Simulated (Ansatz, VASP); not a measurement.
Given: the input of a run of VASP 6.6.1 on ScTaN. Atoms were shifted at random by some hundredths of an Å from the given cell, which wasn't relaxed again for these runs. The cell comes from a database or a generator and needn't be the stable form of this composition.

File INCAR:

```
SYSTEM = ScTaN
PREC = Accurate
ENCUT = 520
EDIFF = 1E-7
ISMEAR = -1
SIGMA = 0.05
LREAL = .False.
LASPH = .True.
NELM = 80
ALGO = Normal
ISIF = 2
LWAVE = .False.
LCHARG = .False.
GGA = PE
NBANDS = 36
```

KPOINTS

```
Automatic mesh
0
Gamma
  10 10 3
  0 0 0
```

The input POSCAR:

```
ScTaN
1.0
    3.0850655424      0.0000000000      0.0000000000
   -1.5425327712      2.6717451321      0.0000000000
    0.0000000000      0.0000000000     10.3401360000
Ta Sc N
2 2 2
Direct
    0.3285960000      0.6572480000      0.2489040000
    0.6696490000      0.3366880000      0.7472010000
    0.0211850000     -0.0055510000     -0.0032500000
    0.0043380000     -0.0182150000      0.4988000000
    0.3459190000      0.6802090000      0.6327580000
    0.6575470000      0.3125830000      0.3725460000
```

Potentials or basis: VASP PAW PBE potentials, release 64 (Ta_pv, Sc_sv, N).

Command:

```console
$ cat potpaw_PBE.64/Ta_pv/POTCAR potpaw_PBE.64/Sc_sv/POTCAR potpaw_PBE.64/N/POTCAR > POTCAR
$ mpirun -np 1 vasp_std > vasp.out
```

Q: Translate it to Ansatz 0.2.0. Potentials or basis there: Ansatz PAW, cutoff 420 eV.

A: As run (cutoffs and basis follow the program's own potentials, and thresholds, step limits or extra output files can differ):

The input input.yaml:

```yaml
crystal:
  lattice:
    - [3.0850655424, 0.0, 0.0]
    - [-1.5425327712, 2.6717451321, 0.0]
    - [0.0, 0.0, 10.340136]
  atoms:
    - { symbol: Ta, position: [0.328596, 0.657248, 0.248904] }
    - { symbol: Ta, position: [0.669649, 0.336688, 0.747201] }
    - { symbol: Sc, position: [0.021185, -0.005551, -0.00325] }
    - { symbol: Sc, position: [0.004338, -0.018215, 0.4988] }
    - { symbol: "N", position: [0.345919, 0.680209, 0.632758] }
    - { symbol: "N", position: [0.657547, 0.312583, 0.372546] }
hamiltonian:
  xc: pbe
  pseudopotentials: { kind: paw }
kpoints:
  mp_grid: { grid: [10, 10, 3] }
scf:
  occupations: { method: fermi_dirac, width: 0.05 }
output:
  forces: true
  stress: true
  eigenvalues: true
```

Potentials or basis: Ansatz PAW.

Run with:

```console
$ ansatz run input.yaml --threads 2 --pin off --max-ram 5120MiB --backend cpu --events-out ev --progress --plain --runs-dir out
```

Both were run:

|  | VASP | Ansatz |
| --- | --- | --- |
| Pressure | 2.3 GPa | 1.8 GPa |
| Largest force | 1.475 eV/Å | 1.433 eV/Å |

Ansatz's pressure holds a Pulay term of +0.25 GPa for its cutoff of 420 eV, which the other run lacks.

The potentials hold 54 and 58 valence electrons a cell.

Where Ansatz's input types no cutoff or centring, it takes its own default and a Γ-centred mesh.

Pressure is positive in compression.
